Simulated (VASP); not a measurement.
Write the native input for VASP 6.6.1 that does the following.

```
Task                   : single point
Functional             : PBEsol
Potentials or basis    : VASP PAW PBE potentials, release 64 (Cu, C)
Cutoff                 : 450 eV
k mesh                 : 3 × 4 × 4
Occupations            : gaussian, width 0.03 eV
Spin                   : collinear spin, ferromagnetic start
Starting moments       : [1.0, 0.0, 0.0, 0.0, 0.0, 0.0, 0.0, 0.0, 0.0, 0.0, 0.0, 0.0, 0.0, 0.0, 0.0, 0.0, 0.0, 0.0, 0.0, 0.0, 0.0, 0.0, 0.0, 0.0] μB
Fixed moment           : 1 μB
Hubbard terms          : Cu d U = 5 eV
Dq                     : 0
Further INCAR settings : LREAL = Auto; ALGO = Normal; EDIFF = 1e-05; ISYM = 0
```

The structure of CuC23 (a cell with a defect) lies in POSCAR:

```
CuC23                                   
1.0
    0.0000000000      5.3503200000      5.3503200000
    3.5668800000      0.0000000000      3.5668800000
    3.5668800000      3.5668800000      0.0000000000
  Cu              C             
     1    23
Direct
     0.9891749490426134    0.0052091512536081    0.0054988447280119
     0.0029833938042725    0.0004793177971766    0.4986144325602015
     0.0030015768242495    0.4974039034356876    0.0018205757770853
     0.0038018294796008    0.4973758251577220    0.4983619859358297
     0.3325028267884217    0.0024397373003014    0.0035789567684408
     0.3382852002068796    0.9989541686812496    0.4946311073001776
     0.3382167926508654    0.4937469691118515    0.0000188991123135
     0.3334055189565009    0.5004304555073145    0.5015859143022854
     0.6669475065027305    0.9985590306757702    0.9998292278683700
     0.6612632097800928    0.0016231510021443    0.5076013228733718
     0.6612797851069758    0.5062738450434873    0.0029584116472518
     0.6679956482958720    0.4993898586836265    0.5006521836551162
     0.0947462908123754    0.1373276683037249    0.1385759037547215
     0.0984962101536573    0.1353810731281372    0.5820148048432495
     0.0983352020918146    0.5815419593676894    0.1363484174090810
     0.0856986152007730    0.6239943290718488    0.6253218106889851
     0.4247719511482543    0.1186351899916196    0.1196288881515760
     0.4126602323489508    0.1254810149101218    0.6324452504321406
     0.4126845905428448    0.6313086280815602    0.1266770749158437
     0.4183487154567493    0.6238590820616761    0.6249845809179163
     0.7058362312015017    0.1481026222974404    0.1494633762535585
     0.7517038405515087    0.1257886959868203    0.6249047526141768
     0.7517233941898036    0.6235922682750099    0.1271054689868618
     0.7501194888627183    0.6245020548744306    0.6257768085034408
```

One way to write it, as run:

INCAR

```
PREC = Accurate
ENCUT = 450
EDIFF = 1E-5
ISMEAR = 0
SIGMA = 0.03
LREAL = Auto
LASPH = True
NELM = 120
ALGO = Normal
ISIF = 2
LWAVE = False
LCHARG = False
ISPIN = 2
MAGMOM = 1 0 0 0 0 0 0 0 0 0 0 0 0 0 0 0 0 0 0 0 0 0 0 0
LORBIT = 11
NUPDOWN = 1
LMAXMIX = 4
LDAU = True
LDAUTYPE = 2
LDAUL = 2 -1
LDAUU = 5 0
LDAUJ = 0 0
LDAUPRINT = 1
GGA = PS
ISYM = 0
KPAR = 4
```

KPOINTS

```
regular mesh
0
Gamma
  3 4 4
```

Potentials or basis: VASP PAW PBE potentials, release 64 (Cu, C).

Run with:

```sh
$ cat potpaw_PBE.64/Cu/POTCAR potpaw_PBE.64/C/POTCAR > POTCAR
$ mpirun -np 4 vasp_std > vasp.out
```

It gave:

* Largest force: 0.957 eV/Å
* Net moment: 1.00 μB per cell
* Site moments: Cu +0.27; C +0.00, +0.01, -0.00, +0.07, +0.09, +0.04, +0.02, +0.14 μB
* Valence electrons inside the program's atomic spheres: Cu 11.14; C 2.60, 2.58, 2.63, 2.59, 2.61, 2.65, 2.64, 2.56, 2.57, 2.68, 2.55

Caveat: the k mesh is coarse (spacing up to 0.38 Å⁻¹), so the values aren't converged; the PAW data sets were made with another functional, which shifts forces and pressure a little; the total moment is fixed, so each spin has its own Fermi level; the U is typed as a test and isn't derived for this compound.

It took 3.6 min on 4 MPI ranks on Intel(R) Xeon(R) Platinum 8488C (Sapphire Rapids), on a shared host, peak memory 0.45 GiB a rank.
